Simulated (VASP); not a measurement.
Input for VASP

### KPOINTS
```
kpoints
0
gamma
9 9 9
0 0 0
```

### POSCAR
```
Sr
1
    0.0000000000     3.0400000000     3.0400000000
    3.0400000000     0.0000000000     3.0400000000
    3.0400000000     3.0400000000     0.0000000000
Sr
1
Direct
  0.0000000000   0.0000000000   0.0000000000
```

### INCAR
```
SYSTEM=Sr
PREC=Accurate; ENCUT=400; LREAL=.FALSE.
LASPH=.TRUE.
EDIFF=1E-6; NELM=100; ALGO=Normal
LMAXMIX=4
ISMEAR=1; SIGMA=0.1
GGA=PE
ISIF=2
LWAVE=.FALSE.; LCHARG=.FALSE.
```

POTCAR, in this order: Sr_sv (PBE.64 set). Program: vasp_std.

### Question
Translate this PBE calculation to Ansatz.

### Answer
One equivalent input (not run):
Ansatz 0.2 input:
```yaml
crystal:
  lattice:
    - [0.0000000, 3.0400000, 3.0400000]
    - [3.0400000, 0.0000000, 3.0400000]
    - [3.0400000, 3.0400000, 0.0000000]
  atoms:
    - { symbol: Sr, position: [0.0000000, 0.0000000, 0.0000000] }
kpoints:
  mp_grid: { grid: [9, 9, 9] }
hamiltonian:
  xc: pbe
  pseudopotentials: { kind: paw }
scf:
  occupations: { method: methfessel_paxton, width: 0.1 }
  max_iter: 100
output: { forces: true, stress: true, eigenvalues: true }
```
The two are equivalent in intent, not identical: each code has its own PAW files, so the cut-off isn't converted (ENCUT is set for VASP's; basis.ecutwfc is left out, and Ansatz then takes the one that its files recommend); Ansatz stops its SCF on the density residual and VASP on the energy change (EDIFF).

The compound is Sr in the fcc structure. The cell was not relaxed at this level.
